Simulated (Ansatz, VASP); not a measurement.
# Al (Al(100)): VASP beside Ansatz

One calculation is typed for both programs; each brings its own data sets. How far apart do they land? Of the first pair: The structure shown is the start of the Ansatz relaxation below; VASP solves that cell, so the two are compared at the walk's first step.

Calculated with Ansatz 0.2.0; plane waves, with VASP 6.6.1 beside it; single point at PBE.

## 1. Starting point

The cell holds 4 atoms: 4 Al. Cell: a = 2.864 Å, b = 2.864 Å, c = 24.075 Å, α = 90.0°, β = 90.0°, γ = 90.0°. Vacuum lies along c.

## 2. Ansatz: relaxation, PBE

Ansatz runs on its default PAW (the set named soft_2) files.

The two programs are compared at the cell with which this relaxation starts, whose forces are those of its first step.

input.yaml reads:

```yaml
crystal:
  lattice:
    - [2.8637824638, 0.0, 0.0]
    - [0.0, 2.8637824638, 0.0]
    - [0.0, 0.0, 24.075]
  atoms:
    - { symbol: Al, position: [0.5, 0.5, 0.3738317757] }
    - { symbol: Al, position: [0.0, 0.0, 0.4579439252] }
    - { symbol: Al, position: [0.5, 0.5, 0.5420560748] }
    - { symbol: Al, position: [0.0, 0.0, 0.6261682243] }
kpoints:
  mp_grid: { grid: [12, 12, 1] }
hamiltonian:
  xc: pbe
scf:
  occupations: { method: fermi_dirac, width: 0.1 }
  convergence: { dr2_threshold: 1.0e-08 }
efield:
  axis: 3
  dipole_correction: true
  ramp_position: 0.97
  ramp_width: 0.06
relax:
  f_tol: 0.02
  max_steps: 60
  constraints: [{ sites: [0, 1] }]
output:
  write_potential: true
  write_density: true
  volumetric_format: npy
```

Launch:

```
> ansatz run input.yaml --threads 2 --pin off --max-ram 4096MiB --backend cpu --events-out ev --progress --plain --runs-dir out
```

Numbers of over 12 decimals in the logs are rounded to 6 here.

Log:

```text
Engine: ansatz 0.2.0, x86_64-unknown-linux-gnu
Pseudopotentials: kind: paw
Pseudopotential: Al, paw, valence charge 3, recommended cutoff 420 eV (normal), Al.paw.azcp
Functional definition: PBE
  parameter kappa = 0.804
  parameter beta = 0.066725
  exchange = pbe_x(kappa = kappa, mu = beta*pi^2/3)
  correlation = pbe_c(beta = beta)
Crystal: 4 atoms, lattice volume = 197.445 Å³
Basis set: ecut = 420 eV, 3877 PW (Γ), exchange–correlation on 40×40×324 points (8 copies of the dense FFT grid, shifted against one another)
Bands: 10, of which v1, the nominal top of the filled ones, is band 6 counted from 1 (5 counted from 0)
Symmetry: 8 space group operations
k-points: 28 of 144
Non-local potential: Al, projectors of the file, l = 0: 2, l = 1: 2, l = 2: 1
PAW form: soft (Blöchl's): semilocal exchange-correlation on the pseudo side does not see the compensation charge
PAW one-centre angular grid: Al, 110 points (default); XC on 64 Gauss nodes
Initial density: superposition of atomic densities (neutral atoms: chi_scale 0, normalization atom), corrected by the library's trained network
Initial wavefunctions: pseudopotential atomic-orbital guess
Functional: x = pbe(κ = 0.804, μ = 0.219515), c = pbe(β = 0.066725)
SCF iter   1: F=—  HF=-2149.073312 eV  |F-HF|=—  |Δ(HF+E_count)|=         —  Δρ=1.35e-3  dr2=4.43e-2  ethr=1.77e-3  p=0.000 e·Å  D=5.93e-14 V/Å  ΔV_dip=-0.00 eV  dr2_dipole=8.89e-8  V_vac-E_F(+/−)=4.19/4.19 eV  ⟨swp⟩=7.7  Hψ=2497  notcnv=0
efield: sawtooth ramp at fractional position 0.9700 (set: `efield.ramp_position`, or a place that a band, a saddle search or an elastic batch's reference lends), width 0.0600; the density the first Hamiltonian is built on has a dipole p = 0.000 e·Å; the dipole correction subtracts the counter field D = 5.93e-14 V/Å, which shifts the + side's vacuum level by -0.00 eV against the − side's; the planar-averaged density in the ramp window peaks in size at 7.4e-6 e/Å³
preconditioner: auto → LDOS  [metal: Δε(μ)=0.111 eV  Ē_g=6.245 eV  σ=0.100 eV  W_gap=0.27  n_scr=12 (ndim 8)  ℏωp=9.2 eV  f_vac=0.539  D(μ)=1.77/eV (n_scr^D=8)  β→1.0]
SCF iter   2: F=—  HF=-2149.069338 eV  |F-HF|=—  |Δ(HF+E_count)|=   3.97e-3  Δρ=3.72e-4  dr2=2.51e-4  ethr=3.69e-4  p=-0.000 e·Å  D=-1.60e-6 V/Å  ΔV_dip=0.00 eV  dr2_dipole=1.12e-7  V_vac-E_F(+/−)=4.30/4.30 eV  ⟨swp⟩=1.2  Hψ=520  notcnv=0
SCF iter   3: F=—  HF=-2149.069584 eV  |F-HF|=—  |Δ(HF+E_count)|=   2.46e-4  Δρ=6.51e-5  dr2=6.56e-5  ethr=2.09e-6  p=0.000 e·Å  D=1.18e-6 V/Å  ΔV_dip=-0.00 eV  dr2_dipole=1.43e-9  V_vac-E_F(+/−)=4.30/4.30 eV  ⟨swp⟩=2.6  Hψ=553  notcnv=0
SCF iter   4: F=—  HF=-2149.069765 eV  |F-HF|=—  |Δ(HF+E_count)|=   1.81e-4  Δρ=1.90e-5  dr2=7.49e-6  ethr=5.47e-7  p=0.000 e·Å  D=1.08e-6 V/Å  ΔV_dip=-0.00 eV  dr2_dipole=3.06e-11  V_vac-E_F(+/−)=4.30/4.30 eV  ⟨swp⟩=1.4  Hψ=323  notcnv=0
SCF iter   5: F=—  HF=-2149.069768 eV  |F-HF|=—  |Δ(HF+E_count)|=   2.46e-6  Δρ=2.85e-6  dr2=1.76e-8  ethr=6.24e-8  p=0.000 e·Å  D=1.09e-7 V/Å  ΔV_dip=-0.00 eV  dr2_dipole=2.58e-10  V_vac-E_F(+/−)=4.30/4.30 eV  ⟨swp⟩=2.1  Hψ=349  notcnv=0
SCF iter   6: F=-2149.069768 eV  HF=-2149.069768 eV  |F-HF|=2.21e-9  |Δ(HF+E_count)|=   1.32e-7  Δρ=9.92e-7  dr2=8.45e-9  ethr=8.33e-11  p=0.000 e·Å  D=2.72e-7 V/Å  ΔV_dip=-0.00 eV  dr2_dipole=9.45e-11  V_vac-E_F(+/−)=4.30/4.30 eV  ⟨swp⟩=10.3  Hψ=2054  notcnv=0
SCF 1 converged in 6 iterations: F = -2149.069768 eV  dr2 = 8.45e-9
  greatest PAW one-centre occupation: 0.476 electrons in one spin orbital (limit 2), on the Al atom at site 0 (counted from 0), in its partial waves of l = 0
relax step   1: F+E_penalty+E_count = -2149.06976777 eV  Δ(F+E_penalty+E_count) = +0.000e0 eV  max|allowed force component| = 8.598e-2 eV/Å  Δτ_max = 0.0000 Å  (6 SCF iters, accepted)
Initial density: handed on by an earlier stage of this run
Initial wavefunctions: those handed on with the density
iter 1 solved again at ethr=3.58e-5 eV; its pass at ethr=3.10e-3 eV (dr2=4.30e-3 eV) is discarded
SCF iter   1: F=—  HF=-2149.070735 eV  |F-HF|=—  |Δ(HF+E_count)|=         —  Δρ=3.87e-4  dr2=4.25e-3  ethr=3.58e-5  p=0.000 e·Å  D=2.72e-7 V/Å  ΔV_dip=-0.00 eV  dr2_dipole=8.48e-4  V_vac-E_F(+/−)=4.30/4.30 eV  ⟨swp⟩=1.1  Hψ=1337  notcnv=0
efield: sawtooth ramp at fractional position 0.9700 (set: `efield.ramp_position`, or a place that a band, a saddle search or an elastic batch's reference lends), width 0.0600; the density the first Hamiltonian is built on has a dipole p = 0.000 e·Å; the dipole correction subtracts the counter field D = 2.72e-7 V/Å, which shifts the + side's vacuum level by -0.00 eV against the − side's; the planar-averaged density in the ramp window peaks in size at 1.1e-7 e/Å³
preconditioner: auto → LDOS  [metal: Δε(μ)=0.091 eV  Ē_g=6.216 eV  σ=0.100 eV  W_gap=0.22  n_scr=12 (ndim 8)  ℏωp=9.2 eV  f_vac=0.537  D(μ)=1.89/eV (n_scr^D=10)  β→1.0]
SCF iter   2: F=—  HF=-2149.070368 eV  |F-HF|=—  |Δ(HF+E_count)|=   3.66e-4  Δρ=2.37e-4  dr2=6.53e-4  ethr=3.54e-5  p=0.000 e·Å  D=5.37e-5 V/Å  ΔV_dip=-0.00 eV  dr2_dipole=5.89e-5  V_vac-E_F(+/−)=4.30/4.30 eV  ⟨swp⟩=2.3  Hψ=395  notcnv=0
SCF iter   3: F=—  HF=-2149.070334 eV  |F-HF|=—  |Δ(HF+E_count)|=   3.39e-5  Δρ=4.24e-5  dr2=3.63e-5  ethr=5.44e-6  p=0.000 e·Å  D=3.76e-4 V/Å  ΔV_dip=-0.01 eV  dr2_dipole=5.08e-6  V_vac-E_F(+/−)=4.29/4.30 eV  ⟨swp⟩=2.6  Hψ=441  notcnv=0
SCF iter   4: F=—  HF=-2149.070508 eV  |F-HF|=—  |Δ(HF+E_count)|=   1.74e-4  Δρ=8.66e-6  dr2=3.60e-7  ethr=3.03e-7  p=0.000 e·Å  D=3.71e-4 V/Å  ΔV_dip=-0.01 eV  dr2_dipole=7.79e-10  V_vac-E_F(+/−)=4.29/4.30 eV  ⟨swp⟩=1.8  Hψ=407  notcnv=0
SCF iter   5: F=—  HF=-2149.070509 eV  |F-HF|=—  |Δ(HF+E_count)|=   4.41e-7  Δρ=2.82e-6  dr2=1.68e-8  ethr=3.00e-9  p=0.000 e·Å  D=3.75e-4 V/Å  ΔV_dip=-0.01 eV  dr2_dipole=8.10e-10  V_vac-E_F(+/−)=4.29/4.30 eV  ⟨swp⟩=2.5  Hψ=523  notcnv=0
SCF iter   6: F=-2149.070509 eV  HF=-2149.070509 eV  |F-HF|=3.50e-9  |Δ(HF+E_count)|=   4.54e-8  Δρ=6.31e-7  dr2=1.37e-9  ethr=8.33e-11  p=0.000 e·Å  D=3.78e-4 V/Å  ΔV_dip=-0.01 eV  dr2_dipole=1.03e-10  V_vac-E_F(+/−)=4.29/4.30 eV  ⟨swp⟩=9.2  Hψ=1841  notcnv=0
SCF 2 converged in 6 iterations: F = -2149.070509 eV  dr2 = 1.37e-9
  greatest PAW one-centre occupation: 0.477 electrons in one spin orbital (limit 2), on the Al atom at site 3 (counted from 0), in its partial waves of l = 0
relax step   2: F+E_penalty+E_count = -2149.07050878 eV  Δ(F+E_penalty+E_count) = -7.410e-4 eV  max|allowed force component| = 1.989e-2 eV/Å  Δτ_max = 0.0157 Å  (6 SCF iters, accepted)
NSCF: frozen V_eff on 28 k-points
the search or the solves at the SCF's close seem to have found levels that the self-consistency loop had missed (the run counts 1). By its estimate they hold under 1e-12 electrons; where the run keeps them, the occupations were computed again with them
WARN: The output density's exchange-correlation potential varies sharply where the density is thin. Do not read a vacuum level from v_tot or v_xc, or from such a field of the output density. On a cell that repeats whose density bears no net charge and no dipole along the vacuum's axis use v_es (v_loc + v_h of the components); under efield.dipole_correction with no amplitude use v_es + v_field, which holds any externa [...]
SCF converged after 6 iterations
Free energy (F): -2149.070509 eV
Harris-Foulkes:  -2149.070509 eV  (|F-HF|=3.50e-9)
Internal energy: -2149.011085 eV  (E = F + TS)
E sigma→0 (E₀):  -2149.040797 eV
Entropy (-TS):   -0.059424 eV (-14.856 meV/atom)
Fermi energy:    -0.147918 eV
Dipole field:    D = 0.000364 V/Å  (p = 0.000397 e·Å, saw-weighted, corrected)
Work function:   Φ+ = 4.2929 eV   Φ− = 4.3016 eV
Levels:          The Fermi level and band energies are counted from a zero that moves with the ramp; work functions are not
--- Per-component energies (eV) ---
  E_band       = -50.329324
  E_kinetic    = 85.713780
  E_local      = -2761.718003  (includes V_loc(G=0)·N_el)
  E_nonlocal   = 41.955322
  E_hartree    = 1354.964306
  E_xc         = -155.889556
  E_vxc        = -111.721352  (∫ρ·V_xc dr)
  E_paw        = -1869.136310  (= ΣΔE_a)
  E_vpaw       = -14.488216  (= ΣTr[D̂ρ^β])
  E_aug_tail   = -0.000009  (compensation charges beyond the density's cutoff)
  E_efield     = 0.000000  (sawtooth field / dipole correction)
  E_vefield    = 0.000005  (∫n·V_field dr)
  E_ewald      = 1155.099385
  E_smearing   = -0.059424  (= −TS)
  E_closure    = 0.000000  (closes the sum)
  Σ components = -2149.070509   (vs F -2149.070509, Δ=0.00e0)
--- Forces (eV/Å), atoms counted from 1 ---
  atom   1  Al    -0.00000000     0.00000000    -0.04353653
  atom   2  Al     0.00000000     0.00000000     0.03675537
  atom   3  Al    -0.00000000     0.00000000     0.01989356
  atom   4  Al    -0.00000000     0.00000000    -0.01311346
  max |Σ_I F_I| component: 1.06e-6 eV/Å
--- Band table (eV; the first three rows and the last of 28) ---
  k-point 0: bands = ["-10.7344", "-9.3519", "-7.2434", "-4.4197", "-2.1006", "1.3274", "3.2832", "4.1394", "4.3751", "5.5434"]
  k-point 1: bands = ["-10.6095", "-9.2280", "-7.1208", "-4.2979", "-1.9846", "1.4396", "3.4047", "3.5200", "4.2685", "4.4924"]
  k-point 2: bands = ["-10.2356", "-8.8569", "-6.7537", "-3.9335", "-1.6377", "1.1533", "1.8770", "2.5034", "3.7893", "4.4870"]
  k-point 27: bands = ["-2.5943", "-2.5943", "-1.3140", "-1.3140", "-1.2842", "-1.2630", "0.1501", "0.1695", "0.6486", "0.6486"]
--- Relaxed structure (2 steps of the walk, 2 accepted, 0 SCFs on fresh bases) ---
  F+E_penalty+E_count = -2149.07050878 eV   max|allowed force component| = 1.989e-2 eV/Å
  atoms:
    - { symbol: Al, position: [0.5, 0.5, 0.373832] }
    - { symbol: Al, position: [0.0, 0.0, 0.457944] }
    - { symbol: Al, position: [0.5, 0.5, 0.541405] }
    - { symbol: Al, position: [0, 0.0, 0.626621] }
```

In the SCF lines HF is the Harris–Foulkes energy and dr2 the Hartree energy of the density residual, in eV; the loop may stop once dr2 is under the threshold and the program's other checks hold. Hψ counts applications of the Hamiltonian.

## 3. VASP: single point, PBE, start cell, pair 1

The same cell, functional, mesh and smearing now go to VASP, with its own data sets.

Lines of VASP's logs that name or quote its potential files are left out, and so is its time.

INCAR reads:

```
SYSTEM = Al
PREC = Accurate
ENCUT = 400
EDIFF = 1E-06
NELM = 120
ISMEAR = -1
SIGMA = 0.1
LREAL = .FALSE.
ALGO = Normal
GGA = PE
NBANDS = 12
LORBIT = 11
LWAVE = .FALSE.
LCHARG = .FALSE.
ISIF = 2
LDIPOL = .TRUE.
IDIPOL = 3
DIPOL = 0.5 0.5 0.5
LVHAR = .TRUE.
LASPH = .TRUE.
GGA_COMPAT = .FALSE.
NELMDL = -8
```

POSCAR reads:

```
Al
1.0
    2.8637824638      0.0000000000      0.0000000000
    0.0000000000      2.8637824638      0.0000000000
    0.0000000000      0.0000000000     24.0750000000
Al
4
Direct
    0.4999999190      0.4999999190      0.3738317757
    0.9999999190      0.9999999190      0.4579439252
    0.4999999190      0.4999999190      0.5420560748
    0.9999999190      0.9999999190      0.6261682243
```

KPOINTS reads:

```
Automatic mesh
0
Gamma
12 12 1
0 0 0
```

The projector-augmented-wave data sets are Al (PBE family, release 64).

Launch:

```
> mpirun -np 1 vasp_std
```

Log:

```text
[banner, memory and clock lines left out]
running    1 mpi-ranks, on    1 nodes
 distrk:  each k-point on    1 cores,    1 groups
 distr:  one band on    1 cores,    1 groups

 POSCAR found type information on POSCAR Al
 POSCAR found :  1 types and       4 ions
 LDA part: xc-table for (Slater+PW92), standard interpolation
 POSCAR, INCAR and KPOINTS ok, starting setup
 FFT: planning ... GRIDC
 FFT: planning ... GRID_SOFT
 FFT: planning ... GRID
 WAVECAR not read
 entering main loop
       N       E                     dE             d eps       ncg     rms          rms(c)
DAV:   1     0.277573456956E+02    0.27757E+02   -0.33262E+03   672   0.562E+02
DAV:   2    -0.127839807978E+02   -0.40541E+02   -0.37852E+02   964   0.981E+01
DAV:   3    -0.146254998122E+02   -0.18415E+01   -0.18016E+01   924   0.207E+01
DAV:   4    -0.146768232270E+02   -0.51323E-01   -0.51233E-01   964   0.452E+00
DAV:   5    -0.146800453200E+02   -0.32221E-02   -0.32220E-02  1056   0.109E+00
DAV:   6    -0.146801685537E+02   -0.12323E-03   -0.12323E-03  1120   0.174E-01
DAV:   7    -0.146801720631E+02   -0.35093E-05   -0.35094E-05  1072   0.273E-02
DAV:   8    -0.146801723270E+02   -0.26391E-06   -0.26381E-06   840   0.557E-03    0.280E+00
DAV:   9    -0.141292066241E+02    0.55097E+00   -0.21341E+00   692   0.556E+00    0.154E+00
DAV:  10    -0.140720569321E+02    0.57150E-01   -0.17739E-01   788   0.204E+00    0.821E-01
DAV:  11    -0.140453700778E+02    0.26687E-01   -0.67158E-02   868   0.115E+00    0.226E-01
DAV:  12    -0.140440267849E+02    0.13433E-02   -0.55216E-03   824   0.406E-01    0.128E-01
DAV:  13    -0.140424189873E+02    0.16078E-02   -0.13635E-03   832   0.175E-01    0.462E-02
DAV:  14    -0.140424074859E+02    0.11501E-04   -0.42406E-04   828   0.877E-02    0.266E-02
[...]
DAV:  18    -0.140434433174E+02   -0.17776E-03   -0.19557E-05   744   0.186E-02    0.275E-03
DAV:  19    -0.140434483491E+02   -0.50317E-05   -0.10142E-06   688   0.581E-03    0.162E-03
DAV:  20    -0.140434596613E+02   -0.11312E-04   -0.32563E-06   748   0.641E-03    0.187E-03
DAV:  21    -0.140434621197E+02   -0.24584E-05   -0.13890E-07   580   0.224E-03    0.685E-04
DAV:  22    -0.140434741566E+02   -0.12037E-04   -0.10480E-06   660   0.334E-03    0.497E-04
DAV:  23    -0.140434771184E+02   -0.29618E-05   -0.14340E-07   612   0.168E-03    0.558E-04
DAV:  24    -0.140434793899E+02   -0.22715E-05   -0.79751E-08   568   0.995E-04    0.123E-04
DAV:  25    -0.140434796849E+02   -0.29499E-06   -0.98319E-09   580   0.407E-04
   1 F= -.14043480E+02 E0= -.14013987E+02  d E =-.589846E-01
```

From OUTCAR (step 3):

```text
ion  position               nearest neighbor table
   1  0.500  0.500  0.374-   2 2.86   2 2.86   2 2.86   2 2.86
   2  1.000  1.000  0.458-   1 2.86   1 2.86   1 2.86   1 2.86   3 2.86   3 2.86   3 2.86   3 2.86

  LATTYP: Found a simple tetragonal cell.
 ALAT       =     2.8637824638
 C/A-ratio  =     8.4067139541

 Subroutine GETGRP returns: Found 16 space group operations
 (whereof  8 operations were pure point group operations)

The static configuration has the point symmetry C_4v.
 The point group associated with its full space group is D_4h.

 Found     28 irreducible k-points:

   k-points           NKPTS =     28   k-points in BZ     NKDIM =     28   number of bands    NBANDS=     12

   dimension x,y,z NGX =    20 NGY =   20 NGZ =  160
   dimension x,y,z NGXF=    40 NGYF=   40 NGZF=  320

   ENCUT  =  400.0 eV  29.40 Ry    5.42 a.u.   4.67  4.67 39.26*2*pi/ulx,y,z

   NELECT =      12.0000    total number of electrons

 k-points in reciprocal lattice and weights: Automatic mesh
   0.00000000  0.00000000  0.00000000       0.007
   0.08333333  0.00000000  0.00000000       0.028
   0.16666667  0.00000000  0.00000000       0.028
   0.25000000  0.00000000  0.00000000       0.028
   0.33333333  0.00000000  0.00000000       0.028
   0.41666667  0.00000000  0.00000000       0.028
   0.50000000  0.00000000  0.00000000       0.014
   0.08333333  0.08333333  0.00000000       0.028
   0.16666667  0.08333333  0.00000000       0.056
[...]
0.50000000  0.41666667  0.00000000       0.028
   0.50000000  0.50000000  0.00000000       0.007

 dipolmoment           0.000000      0.000000     -0.000000 electrons x Angstroem

 average (electrostatic) potential at core
       1 -80.8192       2 -80.7325       3 -80.7325       4 -80.8192

 E-fermi :  -0.1298

 k-point     1 :       0.0000    0.0000    0.0000
  band No.  band energies     occupation
      1     -10.7278      2.00000
      2      -9.3751      2.00000
      3      -7.2222      2.00000
      4      -4.4010      2.00000
      5      -2.0822      2.00000
      6       1.3563      0.00000
      7       3.3156      0.00000
      8       4.1754      0.00000
      9       4.4018      0.00000
     10       5.5923      0.00000
    ...

 k-point     2 :       0.0833    0.0000    0.0000
  band No.  band energies     occupation
      1     -10.6028      2.00000
      2      -9.2511      2.00000
      3      -7.0995      2.00000
      4      -4.2792      2.00000
      5      -1.9661      2.00000
      6       1.4685      0.00000
      7       3.4372      0.00000
      8       3.5430      0.00000
      9       4.3043      0.00000
     10       4.5178      0.00000
    ...

 k-point     3 :       0.1667    0.0000    0.0000
  band No.  band energies     occupation
      1     -10.2286      2.00000
      2      -8.8798      2.00000
      3      -6.7322      2.00000
      4      -3.9147      2.00000
      5      -1.6189      2.00000
      6       1.1718      0.00000
      7       1.9046      0.00000
      8       2.4880      0.00000
      9       3.8223      0.00000
     10       4.5220      0.00000
    ...

  Total       -1.7136025     -1.7136025      0.1435938      0.0000000      0.0000000      0.0000000
  in kB      -13.9051064    -13.9051064      1.1651986      0.0000000      0.0000000      0.0000000
  external PRESSURE =      -8.8816714 kB  Pullay stress =       0.0000000 kB

  energy-cutoff  :      400.00
  volume of cell :      197.45
      direct lattice vectors                 reciprocal lattice vectors
     2.863782464  0.000000000  0.000000000     0.349188534  0.000000000  0.000000000
     0.000000000  2.863782464  0.000000000     0.000000000  0.349188534  0.000000000
     0.000000000  0.000000000 24.075000000     0.000000000  0.000000000  0.041536864

 POSITION                                       TOTAL-FORCE (eV/Angst)
 -----------------------------------------------------------------------------------
      1.43189      1.43189      9.00000         0.000000     -0.000000     -0.053863
      2.86378      2.86378     11.02500         0.000000      0.000000      0.085611
      1.43189      1.43189     13.05000         0.000000      0.000000     -0.085611
      2.86378      2.86378     15.07500         0.000000      0.000000      0.053863
 -----------------------------------------------------------------------------------
    total drift:                               -0.000017     -0.000017      0.000009

  FREE ENERGIE OF THE ION-ELECTRON SYSTEM (eV)
  ---------------------------------------------------
  free  energy   TOTEN  =       -14.0434796849 eV

  energy  without entropy=      -13.9844950567  energy(sigma->0) =      -14.01398737

 vacuum level on the upper side and lower side of the slab         4.173         4.173

 total charge
# of ion       s       p       d       tot
------------------------------------------
    1        0.467   0.292   0.000   0.760
    2        0.430   0.338   0.000   0.768
    3        0.430   0.338   0.000   0.768
    4        0.467   0.292   0.000   0.760
--------------------------------------------------
tot          1.795   1.260   0.000   3.055

[... 3 further parts left out ...]
```

[end of part 1 of 2]

[Lines on the potential files, build, host, timing and source positions are cut from VASP's logs without a mark.]

[Logs are printed without paths, hosts, clocks, repeated set-up lines and the standing remarks that a program may print on its own settings, such as how far it seeks lower states.]

[Hosts, paths, dates, database ids (printed as entryN), source tags and the programs' standing remarks are cut or masked in the printed files.]
